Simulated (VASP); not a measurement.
The system is CdInS2.

```
In Cd S
1.0
     3.86950    0.00000    0.00000
    -1.93475    3.35108    0.00000
     0.00000    0.00000    6.81053
In Cd S
1 1 2
Direct
  0.00000 0.00000 0.50000
  0.00000 0.00000 0.00000
  0.33333 0.66667 0.24495
  0.66667 0.33333 0.75505
```

The cell comes from a database or a generator and needn't be the stable form of this composition.

* Program: VASP 6.6.1
* Task: single point
* Functional: PBE
* Potentials or basis: VASP PAW PBE potentials, release 64 (In_d, Cd, S)
* Cutoff: 520 eV
* k mesh: 8 × 8 × 4
* Occupations: fermi-dirac, width 0.05 eV
* Spin: no spin polarisation

On this cell: pressure 0.1 GPa; largest force 0.025 eV/Å; band gap on the k mesh none (metal or under the smearing width).

The same run follows on a disturbed copy (atoms moved at random, drawn with an rms of 0.05 Å):

```
CELL_PARAMETERS angstrom
3.86950 0.00000 0.00000
-1.93475 3.35108 0.00000
0.00000 0.00000 6.81053
ATOMIC_POSITIONS crystal
In 0.01059 0.00966 0.50159
Cd 0.99674 0.99909 0.99975
S 0.34630 0.68910 0.24520
S 0.67557 0.33314 0.75305
```

Problem. What changes?

Solution. The energy (extrapolated to zero smearing) moves by +1.6 meV/atom; pressure 0.1 GPa; largest force 0.107 eV/Å; band gap on the k mesh none (metal or under the smearing width).

Forces in eV/Å, atoms in the order of the input:
```
In   0.007  0.013 -0.102
Cd   0.050  0.051  0.056
S   -0.010 -0.101 -0.034
S   -0.046  0.037  0.080
```

Stress tensor (GPa, compression positive):
```
 0.06 -0.01 -0.10
-0.01 -0.04  0.18
-0.10  0.18  0.26
```
